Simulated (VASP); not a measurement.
Input:

```
WS2
1.0
    1.59227    -2.75789     0.00000
    1.59227     2.75789     0.00000
    0.00000     0.00000    12.47656
W S
2 4
Cartesian
  1.59227   0.91930   3.11914
  1.59227  -0.91930   9.35742
  1.59227   0.91930  10.95069
  1.59227  -0.91930   4.71241
  1.59227  -0.91930   1.52587
  1.59227   0.91930   7.76414
```

Computed with vdW-DF-cx, VASP's PBE PAW potentials (set 64) (plane waves; VASP). Run with 520 eV cut-off, 8×8×2 Γ-centred mesh, Gaussian smearing of 0.050 eV, potentials W_sv S.

Task: The ions and cell shape at fixed volume are relaxed. Give the cell that the relaxation ends in.

Result: 
```
WS2
1.0
    1.58145    -2.73916     0.00000
    1.58145     2.73916     0.00000
    0.00000     0.00000    12.64782
W S
2 4
Cartesian
  1.58145   0.91305   3.16196
  1.58145  -0.91305   9.48587
  1.58145   0.91305  11.06148
  1.58145  -0.91305   4.73757
  1.58145  -0.91305   1.58634
  1.58145   0.91305   7.91025
```
Space group P6_3/mmc (194), at a tolerance of 0.03 Å.

Task: How much energy does the relaxation gain?

Result: The energy (σ→0) changes by -6.1 meV/atom, in 5 ionic steps.

```json
[
 {"step": "1", "E(σ→0) (eV)": "-36.6918", "max force (eV/Å)": "0.496", "pressure (GPa)": "-4.66", "volume (Å³)": "109.58"},
 {"step": "2", "E(σ→0) (eV)": "-36.7143", "max force (eV/Å)": "0.003", "pressure (GPa)": "-2.29", "volume (Å³)": "109.58"},
 {"step": "3", "E(σ→0) (eV)": "-36.7145", "max force (eV/Å)": "0.034", "pressure (GPa)": "-2.46", "volume (Å³)": "109.58"},
 {"step": "4", "E(σ→0) (eV)": "-36.7251", "max force (eV/Å)": "0.011", "pressure (GPa)": "-1.69", "volume (Å³)": "109.58"},
 {"step": "5", "E(σ→0) (eV)": "-36.7283", "max force (eV/Å)": "0.009", "pressure (GPa)": "-0.96", "volume (Å³)": "109.58"}
]
```

The compound is WS2 in the 2H layered structure. This cell is one point of a volume scan, at 1.03 of the reference volume. Symmetry was kept, so distortions that lower it aren't found.
